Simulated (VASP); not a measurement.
Wanted: the native input for a VASP 6.6.1 run.

```
Task                   : single point
Functional             : RPBE
Potentials or basis    : VASP PAW PBE potentials, release 64 (C, H)
Cutoff                 : 400 eV
k mesh                 : 1 × 1 × 1
Occupations            : gaussian, width 0.01 eV
Spin                   : no spin polarisation
Further INCAR settings : ALGO = Normal; EDIFF = 1e-06; NBANDS = 17; ISYM = 0
```

The structure of C3H4 lies in POSCAR:

```
H4C3                                    
1.0
   14.1932882215      0.0000000000      0.0000000000
    0.0000000000     14.6932882215      0.0000000000
    0.0000000000      0.0000000000     15.1932882215
  C               H             
     3     4
Selective dynamics
Direct
     0.4283722568000030    0.5003021098000033    0.5888092642999965   F   F   F
     0.4797024680509985    0.5024928116834171    0.5251943961518177   T   T   T
     0.5412551166375914    0.5051765132198800    0.4488610420483469   T   T   T
     0.3830355647904786    0.4983833092839396    0.6450084992641895   T   T   T
     0.5417121895066972    0.5733550684305678    0.4188136608371473   T   T   T
     0.5181423883288152    0.4563259683520507    0.3983415548913434   T   T   T
     0.6142235348573188    0.4880677899752340    0.4670002067671631   T   T   T
```

One way to write it, as run:

INCAR

```
PREC = Accurate ; ENCUT = 400
EDIFF = 1E-6 ; ISMEAR = 0
SIGMA = 0.01 ; LREAL = False
LASPH = True ; NELM = 100
ALGO = Normal ; ISIF = 2
LWAVE = False ; LCHARG = False
GGA = RP ; NBANDS = 17
ISYM = 0
```

KPOINTS

```
regular mesh
0
Gamma
  1 1 1
```

Potentials or basis: VASP PAW PBE potentials, release 64 (C, H).

Launch:

```console
$ cat potpaw_PBE.64/C/POTCAR potpaw_PBE.64/H/POTCAR > POTCAR
$ mpirun -np 4 vasp_gam > vasp.out
```

Results of the run:

- Largest force: 0.357 eV/Å
- Gap between the frontier levels: 5.81 eV

Caveat: the standard files for N, O and F lose accuracy on very short bonds; the PAW data sets were made with another functional, which shifts forces and pressure a little.

Run time: 37 s on 4 MPI ranks on AMD EPYC 9R45 (Zen 5), on a shared host, peak memory 0.52 GiB a rank.
